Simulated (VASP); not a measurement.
Output of a VASP run:

### OSZICAR
```
       N       E                     dE             d eps       ncg     rms          rms(c)
DAV:   1     0.332402928553E+02    0.33240E+02   -0.48491E+03  3282   0.868E+02
DAV:   2    -0.270193718970E+01   -0.35942E+02   -0.34074E+02  3040   0.175E+02
DAV:   3    -0.295622685897E+01   -0.25429E+00   -0.25424E+00  3441   0.180E+01
DAV:   4    -0.295675869796E+01   -0.53184E-03   -0.53183E-03  3318   0.788E-01
DAV:   5    -0.295676221811E+01   -0.35201E-05   -0.35204E-05  3360   0.587E-02    0.464E+00
RMM:   6    -0.272240496925E+01    0.23436E+00   -0.56750E-01  2970   0.860E+00    0.303E+00
RMM:   7    -0.271638677431E+01    0.60182E-02   -0.96299E-03  2970   0.139E+00    0.179E+00
RMM:   8    -0.271391324619E+01    0.24735E-02   -0.73938E-04  2970   0.295E-01    0.179E-01
RMM:   9    -0.271389223318E+01    0.21013E-04   -0.14845E-04  2970   0.134E-01    0.668E-02
RMM:  10    -0.271389427405E+01   -0.20409E-05   -0.20612E-05  2206   0.446E-02
   1 F= -.27138943E+01 E0= -.27139325E+01  d E =-.271389E+01
```

File OUTCAR:
```
------------------------ aborting loop because EDIFF is reached ----------------------------------------
  FORCE on cell =-STRESS in cart. coord.  units (eV):
  Direction    XX          YY          ZZ          XY          YZ          ZX
  --------------------------------------------------------------------------------------
  Total       -0.0304521     -0.0304521     -0.0304521      0.0000000      0.0000000      0.0000000
  in kB       -2.7355031     -2.7355031     -2.7355031      0.0000000      0.0000000      0.0000000
  external PRESSURE =      -2.7355031 kB  Pullay stress =       0.0000000 kB
  volume of cell :       17.84
      direct lattice vectors                 reciprocal lattice vectors
     0.000000000  2.073736399  2.073736399    -0.241110683  0.241110683  0.241110683
     2.073736399  0.000000000  2.073736399     0.241110683 -0.241110683  0.241110683
     2.073736399  2.073736399  0.000000000     0.241110683  0.241110683 -0.241110683
 POSITION                                       TOTAL-FORCE (eV/Angst)
 -----------------------------------------------------------------------------------
      0.00000      0.00000      0.00000         0.000000      0.000000      0.000000
 -----------------------------------------------------------------------------------
    total drift:                               -0.000000     -0.000000      0.000000
  FREE ENERGIE OF THE ION-ELECTRON SYSTEM (eV)
  ---------------------------------------------------
  free  energy   TOTEN  =        -2.7138942740 eV

  energy  without entropy=       -2.7140090256  energy(sigma->0) =       -2.71393252

 reached required accuracy - stopping structural energy minimisation
```
(Selected blocks of OUTCAR.)

POSCAR:
```
Ag
1
   -0.0000000000     2.0737363993     2.0737363993
    2.0737363993    -0.0000000000     2.0737363993
    2.0737363993     2.0737363993    -0.0000000000
Ag
1
Direct
  0.0000000000   0.0000000000   0.0000000000
```

**Question.** Write an INCAR and KPOINTS that could have produced this output.

**Answer.** This is not unique; one that fits is the input of the run itself, PBE GGA, plane waves, VASP's PBE PAW potentials (set 64).

**KPOINTS**
```
Regular mesh
0
G
17 17 17
```

**INCAR**
```
ALGO=Fast
EDIFF=1E-5
EDIFFG=-0.03
ENCUT=400
GGA=PE
IBRION=2
ISIF=2
ISMEAR=1
LASPH=.TRUE.
LCHARG=.FALSE.
LMAXMIX=4
LREAL=.FALSE.
LWAVE=.FALSE.
NELM=100
NELMIN=4
NSW=20
PREC=Normal
SIGMA=0.1
SYSTEM=Ag
```

POTCAR, in this order: Ag (PBE.64 set). Program: vasp_std.

The compound is Ag in the fcc structure. It was relaxed first.
